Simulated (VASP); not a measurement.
Calculation: PBE GGA + U (Dudarev), VASP's PBE PAW potentials (set 64) (plane waves; VASP 6.6.1).

VASP input:

### POSCAR
```
ZnO
1
    3.2373500000     0.0000000000     0.0000000000
   -1.6186750000     2.8036270000     0.0000000000
    0.0000000000     0.0000000000     5.2220600000
Zn O
2 2
Direct
  0.6666670000   0.3333330000   0.5005900000
  0.3333330000   0.6666670000   0.0005900000
  0.6666670000   0.3333330000   0.8797200000
  0.3333330000   0.6666670000   0.3797200000
```

KPOINTS:
```
Automatic mesh
0
Gamma
6 6 4
0 0 0
```

### INCAR
```
GGA=PE
LDAUL=2 -1
LDAU=.TRUE.
LCHARG=.FALSE.
LDAUU=1.0 0
LDAUJ=0 0
LREAL=.FALSE.
ISIF=2
ALGO=Normal   ! blocked Davidson
LMAXMIX=4   ! l cut-off of mixed one-centre charges
SIGMA=0.01
LWAVE=.FALSE.
EDIFF=1E-6   ! SCF stop (eV)
ENCUT=400
SYSTEM=ZnO
ISMEAR=-1   ! Fermi-Dirac
NELM=100   ! most electronic steps
LDAUTYPE=2   ! Dudarev
LASPH=.TRUE.   ! aspherical one-centre terms
PREC=Accurate
```

POTCAR, in this order: Zn O (PBE.64 set). Program: vasp_std.

The resulting files:

**OSZICAR**
```
       N       E                     dE             d eps       ncg     rms          rms(c)
DAV:   1     0.255636082978E+03    0.25564E+03   -0.16369E+04   932   0.202E+03
DAV:   2     0.463998075135E+01   -0.25100E+03   -0.24375E+03   996   0.396E+02
DAV:   3    -0.205199116610E+02   -0.25160E+02   -0.25014E+02  1086   0.140E+02
DAV:   4    -0.209166849135E+02   -0.39677E+00   -0.39629E+00  1014   0.186E+01
DAV:   5    -0.209196877090E+02   -0.30028E-02   -0.30017E-02  1068   0.153E+00    0.154E+01
DAV:   6    -0.176484002319E+02    0.32713E+01   -0.11018E+01  1658   0.729E+01    0.964E+00
DAV:   7    -0.178189352139E+02   -0.17053E+00   -0.25726E+00   964   0.182E+01    0.561E+00
DAV:   8    -0.178346479295E+02   -0.15713E-01   -0.69005E-01  1278   0.809E+00    0.172E+00
DAV:   9    -0.177807280610E+02    0.53920E-01   -0.16632E-01  1414   0.766E+00    0.291E-01
DAV:  10    -0.177838578875E+02   -0.31298E-02   -0.44999E-02   936   0.165E+00    0.141E-01
DAV:  11    -0.177838456935E+02    0.12194E-04   -0.71712E-04  1074   0.321E-01    0.539E-02
DAV:  12    -0.177838532302E+02   -0.75367E-05   -0.16779E-04  1330   0.323E-01    0.224E-02
DAV:  13    -0.177838644378E+02   -0.11208E-04   -0.40359E-05  1166   0.142E-01    0.218E-02
DAV:  14    -0.177838577422E+02    0.66956E-05   -0.17325E-05  1204   0.431E-02    0.560E-03
DAV:  15    -0.177838572544E+02    0.48778E-06   -0.56797E-06   974   0.204E-02
   1 F= -.17783857E+02 E0= -.17783857E+02  d E =-.491652E-13
```

OUTCAR:
```
------------------------ aborting loop because EDIFF is reached ----------------------------------------
  FORCE on cell =-STRESS in cart. coord.  units (eV):
  Direction    XX          YY          ZZ          XY          YZ          ZX
  --------------------------------------------------------------------------------------
  Total        0.1817108      0.1817107      0.1630597      0.0000000      0.0000000      0.0000000
  in kB        6.1424195      6.1424180      5.5119521      0.0000000      0.0000000      0.0000000
  external PRESSURE =       5.9322632 kB  Pullay stress =       0.0000000 kB
  volume of cell :       47.40
      direct lattice vectors                 reciprocal lattice vectors
     3.237350000  0.000000000  0.000000000     0.308894621  0.178340414  0.000000000
    -1.618675000  2.803627000  0.000000000     0.000000000  0.356680828  0.000000000
     0.000000000  0.000000000  5.222060000     0.000000000  0.000000000  0.191495310
  FREE ENERGIE OF THE ION-ELECTRON SYSTEM (eV)
  ---------------------------------------------------
  free  energy   TOTEN  =       -17.7838572544 eV

  energy  without entropy=      -17.7838572544  energy(sigma->0) =      -17.78385725
```
(Selected blocks of OUTCAR.)

At this cut-off the stress carries a Pulay error, which pulls relaxed volumes low.

The structure comes from a computed database's ZnO entry; how it stands against other phases isn't given here. The cell was not relaxed at this level. The run is one of a series of settings (LDAU = .TRUE., LDAUJ = 0 0, LDAUL = 2 -1, LDAUTYPE = 2, LDAUU = 1.0 0 against the base run), some of them coarse on purpose.
